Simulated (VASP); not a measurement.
# ZnIr2O4 (Fd-3m) in VASP: settings compared

Aim: see how the results for ZnIr2O4 move with the level of theory and the settings. Levels: r2SCAN, TB-mBJ. Tasks: band structure.

Program: VASP 6.6.1. These are calculated values, not measurements. Logs are shortened: lines on timing, memory, paths and dates and some standing lists are left out, and cuts for length are marked.

## (1) Starting point

Symmetry: Fd-3m, No. 227, cubic system. Conventional cell: a = 8.629 Å, b = 8.629 Å, c = 8.629 Å, α = 90.00°, β = 90.00°, γ = 90.00°. Zn (site symmetry -43m) is surrounded by 4 O at 2.03 Å. Around Ir (site symmetry -3m) lie 6 O at 2.07 Å. O (site symmetry 3m) has 1 Zn at 2.03 Å and 3 Ir at 2.07 Å as nearest neighbours.

The cell comes from a database or a generator and needn't be the stable form of this composition.

## (2) Band structure, r2SCAN

Input file INCAR:

```
PREC     = Accurate       # precision mode
ENCUT    = 520            # plane-wave cutoff, eV
EDIFF    = 1E-6           # SCF threshold, eV
ISMEAR   = 0              # smearing method
SIGMA    = 0.03           # smearing width, eV
LREAL    = F              # projectors in reciprocal space
LASPH    = T              # aspherical terms in the spheres
NELM     = 80             # most SCF steps
ALGO     = Normal         # electronic algorithm
ISIF     = 2              # what is computed and relaxed
LWAVE    = F              # write WAVECAR
LCHARG   = F              # write CHGCAR
LMAXMIX  = 4              # l up to which the mixer works
METAGGA  = R2SCAN         # meta-GGA
LMIXTAU  = T            
KPAR     = 4
```

Input file KPOINTS:

```
Automatic mesh
0
Gamma
  6 6 6
```

Input file POSCAR:

```
ZnIr2O4                                 
1.0
    0.0000000000      4.3145668854      4.3145668854
    4.3145668854      0.0000000000      4.3145668854
    4.3145668854      4.3145668854      0.0000000000
  Zn              Ir              O             
     2     4     8
Direct
     0.7500000000000000    0.7500000000000000    0.7500000000000000
     0.5000000000000000    0.5000000000000000    0.5000000000000000
     0.1250000000000000    0.1250000000000000    0.6250000000000000
     0.1250000000000000    0.6250000000000000    0.1250000000000000
     0.6250000000000000    0.1250000000000000    0.1250000000000000
     0.1250000000000000    0.1250000000000000    0.1250000000000000
     0.3639631762139288    0.3639631762139288    0.9081104713582278
     0.3639631762139288    0.9081104713582278    0.3639631762139288
     0.9081104713582278    0.3639631762139288    0.3639631762139288
     0.3639631762139288    0.3639631762139288    0.3639631762139288
     0.8860368237860712    0.8860368237860712    0.3418895286417722
     0.8860368237860712    0.3418895286417722    0.8860368237860712
     0.3418895286417722    0.8860368237860712    0.8860368237860712
     0.8860368237860712    0.8860368237860712    0.8860368237860712
```

Input file KPOINTS_OPT:

```
explicit points
302
Reciprocal
 0.0000000000  0.0000000000  0.0000000000 1
 0.0263157895  0.0000000000  0.0263157895 1
 0.0526315789  0.0000000000  0.0526315789 1
 0.0789473684  0.0000000000  0.0789473684 1
 0.1052631579  0.0000000000  0.1052631579 1
 0.1315789474  0.0000000000  0.1315789474 1
[... 294 lines left out ...]
 0.4827686300  0.0172313700  0.5000000000 1
 0.5172313700 -0.0172313700  0.5000000000 1
```

Potentials or basis: VASP PAW PBE potentials, release 64 (Zn, Ir, O).

The run is started by

```bash
$ cat potpaw_PBE.64/Zn/POTCAR potpaw_PBE.64/Ir/POTCAR potpaw_PBE.64/O/POTCAR > POTCAR
$ mpirun -np 4 vasp_std > vasp.out
```

OUTCAR:

```text
PREC = Accurate
   ENCUT = 520
   EDIFF = 1E-6
   ISMEAR = 0
   LREAL = F
   LASPH = T
   NELM = 80
   ISIF = 2
   METAGGA = R2SCAN

 ion  position               nearest neighbor table
   1  0.750  0.750  0.750-  14 2.03  12 2.03  13 2.03  11 2.03
   2  0.500  0.500  0.500-  10 2.03   8 2.03   9 2.03   7 2.03
   3  0.125  0.125  0.625-   8 2.07   9 2.07  12 2.07  13 2.07  10 2.07  14 2.07   6 3.05   4 3.05
                             5 3.05   6 3.05   4 3.05   5 3.05
   4  0.125  0.625  0.125-   7 2.07   9 2.07  11 2.07  13 2.07  10 2.07  14 2.07   6 3.05   3 3.05
                             3 3.05   5 3.05   6 3.05   5 3.05
   5  0.625  0.125  0.125-   7 2.07   8 2.07  11 2.07  12 2.07  10 2.07  14 2.07   6 3.05   3 3.05
                             4 3.05   3 3.05   4 3.05   6 3.05
   6  0.125  0.125  0.125-   7 2.07   8 2.07   9 2.07  11 2.07  12 2.07  13 2.07   3 3.05   4 3.05
                             5 3.05   3 3.05   4 3.05   5 3.05
   7  0.364  0.364  0.908-   2 2.03   4 2.07   5 2.07   6 2.07
   8  0.364  0.908  0.364-   2 2.03   3 2.07   5 2.07   6 2.07
   9  0.908  0.364  0.364-   2 2.03   3 2.07   4 2.07   6 2.07
  10  0.364  0.364  0.364-   2 2.03   4 2.07   5 2.07   3 2.07
  11  0.886  0.886  0.342-   1 2.03   4 2.07   5 2.07   6 2.07
  12  0.886  0.342  0.886-   1 2.03   3 2.07   5 2.07   6 2.07
  13  0.342  0.886  0.886-   1 2.03   3 2.07   4 2.07   6 2.07
  14  0.886  0.886  0.886-   1 2.03   4 2.07   5 2.07   3 2.07

  LATTYP: Found a face centered cubic cell.
 ALAT       =     8.6291337708

  Lattice vectors:

 A1 = (   0.0000000000,   4.3145668854,   4.3145668854)
 A2 = (   4.3145668854,   0.0000000000,   4.3145668854)
 A3 = (   4.3145668854,   4.3145668854,   0.0000000000)

Analysis of symmetry for initial positions (statically):
=====================================================================
 Subroutine PRICEL returns:
 Original cell was already a primitive cell.

 Routine SETGRP: Setting up the symmetry group for a
 face centered cubic supercell.

 Subroutine GETGRP returns: Found 48 space group operations
 (whereof 24 operations were pure point group operations)
 out of a pool of 48 trial point group operations.

The static configuration has the point symmetry T_d .
 The point group associated with its full space group is O_h .

Analysis of symmetry for dynamics (positions and initial velocities):
=====================================================================
 Subroutine PRICEL returns:
 Original cell was already a primitive cell.

 Routine SETGRP: Setting up the symmetry group for a
 face centered cubic supercell.

 Subroutine GETGRP returns: Found 48 space group operations
 (whereof 24 operations were pure point group operations)
 out of a pool of 48 trial point group operations.

The dynamic configuration has the point symmetry T_d .
 The point group associated with its full space group is O_h .

 Subroutine INISYM returns: Found 48 space group operations
 (whereof 24 operations are pure point group operations),
 and found     1 'primitive' translations

----------------------------------------------------------------------------------------

                                     Primitive cell

  volume of cell :     160.6355

  direct lattice vectors                    reciprocal lattice vectors
     0.000000000  4.314566885  4.314566885    -0.115886487  0.115886487  0.115886487
     4.314566885  0.000000000  4.314566885     0.115886487 -0.115886487  0.115886487
     4.314566885  4.314566885  0.000000000     0.115886487  0.115886487 -0.115886487

  length of vectors
     6.101719005  6.101719005  6.101719005     0.200721284  0.200721284  0.200721284

  position of ions in fractional coordinates (direct lattice)
     0.750000000  0.750000000  0.750000000
     0.500000000  0.500000000  0.500000000
     0.125000000  0.125000000  0.625000000
     0.125000000  0.625000000  0.125000000
     0.625000000  0.125000000  0.125000000
     0.125000000  0.125000000  0.125000000
     0.363963176  0.363963176  0.908110471
[... 51 lines left out ...]
     AMIX_MAG =   1.60;   BMIX_MAG =  1.00
  volume/ion in A,a.u.               =      11.47        77.43
  Fermi-wavevector in a.u.,A,eV,Ry     =   1.434175  2.710198 27.985259  2.056859
  Thomas-Fermi vector in A             =   2.553613
   LORBIT       =      0    0 simple, 1 ext, 2 COOP (PROOUT), +10 PAW based schemes
   METAGGA = R2SCAN    functional components
   LHFCALC =     F    Hartree Fock is set to
   AEXX    =    0.0000 exact exchange contribution
   IVDW    =     0    specifies the selected vdW correction
   LEPSILON=     F    determine dielectric tensor
   LRPA    =     F    only Hartree local field effects (RPA)
 non-spin polarized calculation
 Gauss-broadening in eV      SIGMA  =   0.03
  energy-cutoff  :      520.00
  volume of cell :      160.64
 maximum number of plane-waves:      4345
 NGX is ok and might be reduce to    48
   NGX = 23   NGY = 23   NGZ = 23

 number of electron     108.0000012 magnetization

 Free energy of the ion-electron system (eV)
  ---------------------------------------------------
  ext. energy  EPLUGINS =         0.00000000
  ---------------------------------------------------
  free energy    TOTEN  =      -286.68193256 eV

  energy without entropy =     -286.68193256  energy(sigma->0) =     -286.68193256

 E-fermi :   5.3808     XC(G=0): -12.5083

 val. band max:        5.1829574904   @ k =   0.5000   0.5000   0.0000
 cond. band min:       6.2313098294   @ k =   0.0000   0.0000   0.0000
 fundamental gap:      1.0483523389
 Fermi energy:         5.3807925508

 k-point     1 :       0.0000    0.0000    0.0000
  band No.  band energies     occupation
      1     -16.7017      2.00000
      2     -15.7556      2.00000
      3     -15.7555      2.00000
      4     -15.7555      2.00000
      5     -15.3719      2.00000
      6     -15.2174      2.00000
[... 1061 lines left out ...]
     63      10.3422      0.00000
     64      10.3422      0.00000

------------------------ aborting loop because EDIFF is reached ----------------------------------------

  FORCE on cell =-STRESS in cart. coord.  units (eV):
  Direction    XX          YY          ZZ          XY          YZ          ZX
  --------------------------------------------------------------------------------------
  -------------------------------------------------------------------------------------
  Total        4.1586519      4.1586519      4.1586519      0.0000000      0.0000000     -0.0000000
  in kB       41.4783559     41.4783559     41.4783559      0.0000000      0.0000000     -0.0000000
  external PRESSURE =      41.4783559 kB  Pullay stress =       0.0000000 kB

 VOLUME and BASIS-vectors are now :
 -----------------------------------------------------------------------------
  energy-cutoff  :      520.00
  volume of cell :      160.64
      direct lattice vectors                 reciprocal lattice vectors
     0.000000000  4.314566885  4.314566885    -0.115886487  0.115886487  0.115886487
     4.314566885  0.000000000  4.314566885     0.115886487 -0.115886487  0.115886487
     4.314566885  4.314566885  0.000000000     0.115886487  0.115886487 -0.115886487

 POSITION                                       TOTAL-FORCE (eV/Angst)
 -----------------------------------------------------------------------------------
      6.47185      6.47185      6.47185        -0.000000     -0.000000     -0.000000
      4.31457      4.31457      4.31457        -0.000000     -0.000000     -0.000000
      3.23593      3.23593      1.07864        -0.000000     -0.000000     -0.000000
      3.23593      1.07864      3.23593        -0.000000     -0.000000     -0.000000
      1.07864      3.23593      3.23593        -0.000000     -0.000000     -0.000000
      1.07864      1.07864      1.07864        -0.000000     -0.000000     -0.000000
      5.48845      5.48845      3.14069        -0.237950     -0.237950      0.237950
      5.48845      3.14069      5.48845        -0.237950      0.237950     -0.237950
      3.14069      5.48845      5.48845         0.237950     -0.237950     -0.237950
      3.14069      3.14069      3.14069         0.237950      0.237950      0.237950
      5.29797      5.29797      7.64573         0.237950      0.237950     -0.237950
      5.29797      7.64573      5.29797         0.237950     -0.237950      0.237950
      7.64573      5.29797      5.29797        -0.237950      0.237950      0.237950
      7.64573      7.64573      7.64573        -0.237950     -0.237950     -0.237950
 -----------------------------------------------------------------------------------
    total drift:                                0.000000      0.000000      0.000000

  FREE ENERGIE OF THE ION-ELECTRON SYSTEM (eV)
  ---------------------------------------------------
  free  energy   TOTEN  =      -286.6819325589 eV

  energy  without entropy=     -286.6819325589  energy(sigma->0) =     -286.68193256
```

It took 20 min on 4 MPI ranks of Intel Xeon Platinum 8488C (Sapphire Rapids), shared host; peak memory 0.51 GiB.

What came out:

- Free energy: -286.6819 eV
- Pressure: 4.1 GPa
- Largest force: 0.412 eV/Å
- Band gap on the k mesh: 1.05 eV, indirect (least direct gap 1.19 eV)
- Band gap along the path: 1.05 eV, indirect (least direct gap 1.19 eV)

Forces on the atoms (eV/Å):
```
Zn   0.000  0.000  0.000
Zn   0.000  0.000  0.000
Ir   0.000  0.000  0.000
Ir   0.000  0.000  0.000
Ir   0.000  0.000  0.000
Ir   0.000  0.000  0.000
O   -0.238 -0.238  0.238
O   -0.238  0.238 -0.238
O    0.238 -0.238 -0.238
O    0.238  0.238  0.238
O    0.238  0.238 -0.238
O    0.238 -0.238  0.238
O   -0.238  0.238  0.238
O   -0.238 -0.238 -0.238
```

Levels at the corners of the path, in eV from the valence-band top:
```tsv
point	band 52	band 53	band 54	band 55	band 56	band 57
Γ	-0.14	-0.14	-0.14	1.05	3.21	3.21
X	-0.22	0.00	0.00	1.28	1.28	2.49
X	-0.22	0.00	0.00	1.28	1.28	2.49
W	-0.09	-0.05	-0.05	1.75	1.75	2.51
W	-0.09	-0.05	-0.05	1.75	1.75	2.51
K	-0.07	-0.06	-0.06	1.65	1.74	2.58
K	-0.07	-0.06	-0.06	1.65	1.74	2.58
Γ	-0.14	-0.14	-0.14	1.05	3.21	3.21
Γ	-0.14	-0.14	-0.14	1.05	3.21	3.21
L	-0.24	-0.17	-0.17	2.57	2.91	2.91
L	-0.24	-0.17	-0.17	2.57	2.91	2.91
U	-0.07	-0.06	-0.06	1.65	1.74	2.58
U	-0.07	-0.06	-0.06	1.65	1.74	2.58
W	-0.09	-0.05	-0.05	1.75	1.75	2.51
W	-0.09	-0.05	-0.05	1.75	1.75	2.51
L	-0.24	-0.17	-0.17	2.57	2.91	2.91
L	-0.24	-0.17	-0.17	2.57	2.91	2.91
K	-0.07	-0.06	-0.06	1.65	1.74	2.58
U	-0.07	-0.06	-0.06	1.65	1.74	2.58
X	-0.22	0.00	0.00	1.28	1.28	2.49
```

Caveat: the PAW data sets were made with another functional, which shifts forces and pressure a little; spin-orbit coupling is left out, which moves the levels of the heavy elements. r2SCAN opens gaps a little over a GGA but as a rule still falls short of measured ones.

## (3) Band structure, TB-mBJ

POSCAR is that of step 2.

Input file INCAR.step1:

```
PREC     = Accurate       # precision mode
ENCUT    = 520            # plane-wave cutoff, eV
EDIFF    = 1E-5           # SCF threshold, eV
ISMEAR   = 0              # smearing method
SIGMA    = 0.03           # smearing width, eV
LREAL    = F              # projectors in reciprocal space
LASPH    = T              # aspherical terms in the spheres
NELM     = 80             # most SCF steps
ALGO     = Normal         # electronic algorithm
ISIF     = 2              # what is computed and relaxed
LWAVE    = T              # write WAVECAR
LCHARG   = F              # write CHGCAR
LMAXMIX  = 4              # l up to which the mixer works
KPAR     = 4            
GGA      = PE             # functional
```

Input file INCAR.step2:

```
PREC     = Accurate       # precision mode
ENCUT    = 520            # plane-wave cutoff, eV
EDIFF    = 1E-6           # SCF threshold, eV
ISMEAR   = 0              # smearing method
SIGMA    = 0.03           # smearing width, eV
LREAL    = F              # projectors in reciprocal space
LASPH    = T              # aspherical terms in the spheres
NELM     = 80             # most SCF steps
ALGO     = Normal         # electronic algorithm
ISIF     = 2              # what is computed and relaxed
LWAVE    = F              # write WAVECAR
LCHARG   = F              # write CHGCAR
LMAXMIX  = 4              # l up to which the mixer works
METAGGA  = MBJ            # meta-GGA
KPAR     = 4            
ISTART   = 1
```

KPOINTS is that of step 2.

KPOINTS_OPT is that of step 2.

Potentials or basis: VASP PAW PBE potentials, release 64 (Zn, Ir, O).

The run is started by

```bash
$ cat potpaw_PBE.64/Zn/POTCAR potpaw_PBE.64/Ir/POTCAR potpaw_PBE.64/O/POTCAR > POTCAR
$ cp INCAR.step1 INCAR
$ mpirun -np 4 vasp_std > vasp.out
$ cp INCAR.step2 INCAR
$ mpirun -np 4 vasp_std > vasp.out
```

It took 16 min on 4 MPI ranks of Intel Xeon Platinum 8488C (Sapphire Rapids), shared host; peak memory 0.5 GiB.

It converged, with:

| Quantity | Value |
| --- | --- |
| Band gap on the k mesh | 2.24 eV, direct |
| Band gap along the path | 2.24 eV, direct |

Levels at the corners of the path, in eV from the valence-band top:
| point | band 51 | band 52 | band 53 | band 54 | band 55 | band 56 | band 57 | band 58 |
| --- | --- | --- | --- | --- | --- | --- | --- | --- |
| Γ | -0.17 | -0.06 | -0.06 | -0.06 | 2.28 | 3.72 | 3.72 | 3.72 |
| X | -0.13 | -0.13 | 0.00 | 0.00 | 2.24 | 2.24 | 3.21 | 3.21 |
| X | -0.13 | -0.13 | 0.00 | 0.00 | 2.24 | 2.24 | 3.21 | 3.21 |
| W | -0.06 | -0.06 | -0.01 | -0.01 | 2.61 | 2.62 | 3.23 | 3.23 |
| W | -0.06 | -0.06 | -0.01 | -0.01 | 2.61 | 2.62 | 3.23 | 3.23 |
| K | -0.13 | -0.04 | -0.03 | -0.01 | 2.54 | 2.60 | 3.27 | 3.29 |
| K | -0.13 | -0.04 | -0.03 | -0.01 | 2.54 | 2.60 | 3.27 | 3.29 |
| Γ | -0.17 | -0.06 | -0.06 | -0.06 | 2.28 | 3.72 | 3.72 | 3.72 |
| Γ | -0.17 | -0.06 | -0.06 | -0.06 | 2.28 | 3.72 | 3.72 | 3.72 |
| L | -0.21 | -0.17 | -0.09 | -0.09 | 3.28 | 3.44 | 3.44 | 3.45 |
| L | -0.21 | -0.17 | -0.09 | -0.09 | 3.28 | 3.44 | 3.44 | 3.45 |
| U | -0.13 | -0.04 | -0.03 | -0.01 | 2.54 | 2.59 | 3.27 | 3.29 |
| U | -0.13 | -0.04 | -0.03 | -0.01 | 2.54 | 2.59 | 3.27 | 3.29 |
| W | -0.06 | -0.06 | -0.01 | -0.01 | 2.61 | 2.62 | 3.23 | 3.23 |
| W | -0.06 | -0.06 | -0.01 | -0.01 | 2.61 | 2.62 | 3.23 | 3.23 |
| L | -0.21 | -0.17 | -0.09 | -0.09 | 3.28 | 3.44 | 3.44 | 3.45 |
| L | -0.21 | -0.17 | -0.09 | -0.09 | 3.28 | 3.44 | 3.44 | 3.45 |
| K | -0.13 | -0.04 | -0.03 | -0.01 | 2.54 | 2.60 | 3.27 | 3.29 |
| U | -0.13 | -0.04 | -0.03 | -0.01 | 2.54 | 2.59 | 3.27 | 3.29 |
| X | -0.13 | -0.13 | 0.00 | 0.00 | 2.24 | 2.24 | 3.21 | 3.21 |

Caveat: the PAW data sets were made with another functional, which shifts forces and pressure a little; spin-orbit coupling is left out, which moves the levels of the heavy elements.

## (4) Band structure, TB-mBJ, spin-orbit coupling, no magnetisation

POSCAR is that of step 3.

INCAR.step1: that of step 3 with these lines changed.

```diff
@@ -12,2 +12,6 @@
 LCHARG   = F              # write CHGCAR
+MAGMOM   = 0 0 0 0 0 0 0 0 0 0 0 0 0 0 0 0 0 0 0 0 0 0 0 0 0 0 0 0 0 0 0 0 0 0 0 0 0 0 0 0 0 0 # initial moments
+LORBIT   = 11             # projections on sites
+LSORBIT  = T              # spin-orbit coupling
+GGA_COMPAT= F            
 LMAXMIX  = 4              # l up to which the mixer works
```

INCAR.step2: that of step 3 with these lines changed.

```diff
@@ -12,2 +12,6 @@
 LCHARG   = F              # write CHGCAR
+MAGMOM   = 0 0 0 0 0 0 0 0 0 0 0 0 0 0 0 0 0 0 0 0 0 0 0 0 0 0 0 0 0 0 0 0 0 0 0 0 0 0 0 0 0 0 # initial moments
+LORBIT   = 11             # projections on sites
+LSORBIT  = T              # spin-orbit coupling
+GGA_COMPAT= F            
 LMAXMIX  = 4              # l up to which the mixer works
```

Input file KPOINTS:

```
Automatic mesh
0
Gamma
  4 4 4
```

KPOINTS_OPT is that of step 3.

The run is started by

```bash
$ cat potpaw_PBE.64/Zn/POTCAR potpaw_PBE.64/Ir/POTCAR potpaw_PBE.64/O/POTCAR > POTCAR
$ cp INCAR.step1 INCAR
$ mpirun -np 4 vasp_ncl > vasp.out
$ cp INCAR.step2 INCAR
$ mpirun -np 4 vasp_ncl > vasp.out
```

It took 59 min on 4 MPI ranks of Intel Xeon Platinum 8488C (Sapphire Rapids), shared host; peak memory 1.2 GiB.

It converged, with:

```yaml
Valence_electrons_inside_the_program's_atomic_spheres: Zn 10.50; Ir 7.84; O 5.26
```

Caveat: the PAW data sets were made with another functional, which shifts forces and pressure a little.

## (5) Overview

```tsv
level	spin	k mesh	gap on the mesh (eV)
r2SCAN	off	6 × 6 × 6	1.05
TB-mBJ	off	6 × 6 × 6	2.24
TB-mBJ	SOC, no magnetisation	4 × 4 × 4	-
```

Alike in all rows: task band structure; potentials or basis VASP PAW PBE potentials, release 64 (Zn, Ir, O); cell as given; cutoff (eV) 520; smearing gaussian 0.03 eV.

Caveats: the PAW data sets were made with another functional, which shifts forces and pressure a little; spin-orbit coupling is left out, which moves the levels of the heavy elements (some runs).

Absolute energies hang on the potentials; compare differences alone.
